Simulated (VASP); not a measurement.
In (bct) relaxed at rising pressure, in one space group throughout; other phases were not tried. The pressures are those reached. Level of theory: PBE GGA, VASP's PBE PAW potentials (set 64) (plane waves; VASP).

```json
[
 {"P (GPa)": "-0.05", "V (Å³/atom)": "27.454", "k-mesh": "16×16×16"},
 {"P (GPa)": "4.95", "V (Å³/atom)": "24.685", "k-mesh": "16×16×16"},
 {"P (GPa)": "9.99", "V (Å³/atom)": "22.992", "k-mesh": "16×16×16"},
 {"P (GPa)": "20.00", "V (Å³/atom)": "20.813", "k-mesh": "17×17×17"},
 {"P (GPa)": "29.86", "V (Å³/atom)": "19.431", "k-mesh": "17×17×17"}
]
```

A change of mesh leaves a small step in the series.

Fit an equation of state and predict the volume at 44.89 GPa.

Least squares on the third-order Birch-Murnaghan form, P = (3B0/2)(y⁷ − y⁵)[1 + (3/4)(B′ − 4)(y² − 1)] with y = (V0/V)^(1/3), gives V0 = 27.422 Å³/atom, B0 = 36 GPa and B′ = 5.0, and so 17.956 Å³/atom. The run gave 17.971 Å³/atom, +0.1 % from the fit.

Pressures at which the relaxation failed are left out.

The compound is In in the bct structure.
